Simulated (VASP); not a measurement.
OSZICAR of a VASP run on Tl (hcp):

### OSZICAR
```
       N       E                     dE             d eps       ncg     rms          rms(c)
DAV:   1     0.126031154998E+03    0.12603E+03   -0.12149E+04  4448   0.117E+03
DAV:   2    -0.179372401355E+01   -0.12782E+03   -0.12520E+03  4784   0.284E+02
DAV:   3    -0.506087872332E+01   -0.32672E+01   -0.32357E+01  5046   0.392E+01
DAV:   4    -0.508887201779E+01   -0.27993E-01   -0.27966E-01  4660   0.359E+00
DAV:   5    -0.508933128898E+01   -0.45927E-03   -0.45926E-03  4720   0.465E-01    0.357E+00
DAV:   6    -0.505457234227E+01    0.34759E-01   -0.67566E-02  4536   0.217E+00    0.235E+00
DAV:   7    -0.504952970371E+01    0.50426E-02   -0.81583E-03  4586   0.753E-01    0.153E+00
DAV:   8    -0.504821481363E+01    0.13149E-02   -0.71479E-03  4462   0.696E-01    0.264E-01
DAV:   9    -0.504788810033E+01    0.32671E-03   -0.16392E-03  4408   0.331E-01    0.171E-02
DAV:  10    -0.504789389560E+01   -0.57953E-05   -0.17339E-05  4752   0.382E-02    0.978E-03
DAV:  11    -0.504789703216E+01   -0.31366E-05   -0.31097E-06  3424   0.160E-02    0.380E-03
DAV:  12    -0.504789715818E+01   -0.12602E-06   -0.28328E-07  2262   0.472E-03
   1 F= -.50478972E+01 E0= -.50470157E+01  d E =-.176299E-02  mag=    -0.0000    -0.0000    -0.0000
       N       E                     dE             ncg
```

Task: Which electronic solver shows in the log?

Result: It is blocked Davidson (ALGO = Normal, or the opening steps of other solvers). The INCAR had ALGO = Normal.

Task: How was spin treated?

Result: With non-collinear spinors: mag has three components.

Task: Can the final energy be trusted as converged?

Result: Self-consistency was reached. It stopped with EDIFF = 1E-6, NELM = 100 (PBE GGA with spin-orbit coupling, plane waves, VASP's PBE PAW potentials (set 64)).

The compound is Tl in the hcp structure. It was relaxed first, which changed the volume by +10 %.
